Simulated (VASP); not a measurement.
A run of VASP 6.6.1 is set up as follows.

INCAR

```
SYSTEM = Cs4AlPb3Br12
ALGO     = Normal         ! electronic algorithm
EDIFF    = 1E-7           ! SCF threshold, eV
ENCUT    = 520            ! plane-wave cutoff, eV
GGA      = PE             ! functional
ISIF     = 2              ! what is computed and relaxed
ISMEAR   = -1             ! smearing method
LASPH    = .TRUE.         ! aspherical terms in the spheres
LCHARG   = .FALSE.        ! write CHGCAR
LREAL    = .FALSE.        ! projectors in reciprocal space
LWAVE    = .FALSE.        ! write WAVECAR
NBANDS   = 98             ! bands
NELECT   = 164.0        
NELM     = 100            ! most SCF steps
PREC     = Accurate       ! precision mode
SIGMA    = 0.01           ! smearing width, eV
```

The input KPOINTS:

```
k-points
0
G
  2 2 2
  0 0 0
```

Contents of POSCAR:

```
Cs4AlPb3Br12
1.0
   -5.8700000000      5.8700000000      5.8700000000
    5.8700000000     -5.8700000000      5.8700000000
    5.8700000000      5.8700000000     -5.8700000000
Cs Al Pb Br
4 1 3 12
Direct
    0.0000000000      0.0000000000      0.0000000000
    0.5000000000      0.5000000000      0.0000000000
    0.5000000000      0.0000000000      0.5000000000
    0.0000000000      0.5000000000      0.5000000000
    0.5000000000      0.5000000000      0.5000000000
    0.0000000000      0.0000000000      0.5000000000
    0.0000000000      0.5000000000      0.0000000000
    0.5000000000      0.0000000000      0.0000000000
    0.5000000000      0.2795406496      0.2795406496
    0.0000000000      0.7500000000      0.2500000000
    0.0000000000      0.2500000000      0.7500000000
    0.5000000000      0.7204593504      0.7204593504
    0.2795406496      0.5000000000      0.2795406496
    0.7500000000      0.0000000000      0.2500000000
    0.7204593504      0.5000000000      0.7204593504
    0.2500000000      0.0000000000      0.7500000000
    0.2795406496      0.2795406496      0.5000000000
    0.7204593504      0.7204593504      0.5000000000
    0.7500000000      0.2500000000      0.0000000000
    0.2500000000      0.7500000000      0.0000000000
```

Potentials or basis: VASP PAW PBE potentials, release 64 (Cs_sv, Al, Pb_d, Br).

Command:

```sh
$ cat potpaw_PBE.64/Cs_sv/POTCAR potpaw_PBE.64/Al/POTCAR potpaw_PBE.64/Pb_d/POTCAR potpaw_PBE.64/Br/POTCAR > POTCAR
$ mpirun -np 1 vasp_std > vasp.out
```

Problem. What does it give for the largest force?

Solution. 0.006 eV/Å.

Problem. Estimate the band gap on the k mesh.

Solution. 1.83 eV, indirect (least direct gap 2.22 eV).

Forces on the atoms (eV/Å):
```
Cs   0.000  0.000  0.000
Cs   0.000  0.000  0.000
Cs   0.000  0.000  0.000
Cs   0.000  0.000  0.000
Al   0.000  0.000  0.000
Pb   0.000  0.000  0.000
Pb   0.000  0.000  0.000
Pb   0.000  0.000  0.000
Br   0.006  0.000  0.000
Br   0.000  0.000  0.000
Br   0.000  0.000  0.000
Br  -0.006  0.000  0.000
Br   0.000  0.006  0.000
Br   0.000  0.000  0.000
Br   0.000 -0.006  0.000
Br   0.000  0.000  0.000
Br   0.000  0.000  0.006
Br   0.000  0.000 -0.006
Br   0.000  0.000  0.000
Br   0.000  0.000  0.000
```

Caveat: the cell carries a net charge on a neutralising background, which shifts energy and pressure; the cell is charged against a uniform background, so pressure and absolute levels hang on convention; spin-orbit coupling is left out, which as a rule narrows the gap of such compounds by several tenths of an eV.
